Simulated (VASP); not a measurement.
An input for Quantum ESPRESSO's pw.x (written as the equivalent of a VASP run, and not itself run):

```
&CONTROL
  calculation = 'scf'
  pseudo_dir = './pseudo'
  outdir = './out'
  tprnfor = .true.
  tstress = .true.
/
&SYSTEM
  ibrav = 0
  nat = 2
  ntyp = 2
  ecutwfc = 86
  occupations = 'smearing'
  smearing = 'gaussian'
  degauss = 0.003675
  input_dft = 'pz'
/
&ELECTRONS
  conv_thr = 7.3e-09
  electron_maxstep = 100
/
ATOMIC_SPECIES
  Pb 207.200 Pb.upf
  Se 78.971 Se.upf
CELL_PARAMETERS angstrom
     0.0000000    2.9908820    2.9908820
     2.9908820    0.0000000    2.9908820
     2.9908820    2.9908820    0.0000000
ATOMIC_POSITIONS crystal
  Pb   0.0000000  0.0000000  0.0000000
  Se   0.5000000  0.5000000  0.5000000
K_POINTS automatic
  8 8 8 0 0 0
```

Q: Translate this input to VASP (INCAR, KPOINTS, POSCAR, choice of POTCAR).

A: One answer among several that fit: 
File POSCAR:
```
PbSe
1
    0.0000000000     2.9908819502     2.9908819502
    2.9908819502     0.0000000000     2.9908819502
    2.9908819502     2.9908819502     0.0000000000
Pb Se
1 1
Direct
  0.0000000000   0.0000000000   0.0000000000
  0.5000000000   0.5000000000   0.5000000000
```

INCAR:
```
! general
SYSTEM  = PbSe
PREC    = Accurate
ENCUT   = 520
LREAL   = .FALSE.
LASPH   = .TRUE.

! electronic loop
EDIFF   = 1E-7
NELM    = 100
ALGO    = Normal
LMAXMIX = 4

! smearing
ISMEAR  = 0
SIGMA   = 0.05

! ions
ISIF    = 2

! output
LWAVE   = .FALSE.
LCHARG  = .FALSE.
```

KPOINTS:
```
Automatic mesh
0
Gamma
8 8 8
0 0 0
```

POTCAR, in this order: Pb_d Se (LDA.64 set). Program: vasp_std.

What does not carry over: the potentials are each code's own (VASP's PAW set, PseudoDojo norm-conserving files in pw.x), so ENCUT and ecutwfc are chosen apart and not converted; conv_thr bounds pw.x's estimated SCF error, while EDIFF bounds the energy change between steps.

The compound is PbSe in the rock salt structure. This cell is one point of a volume scan, at 0.97 of the reference volume.
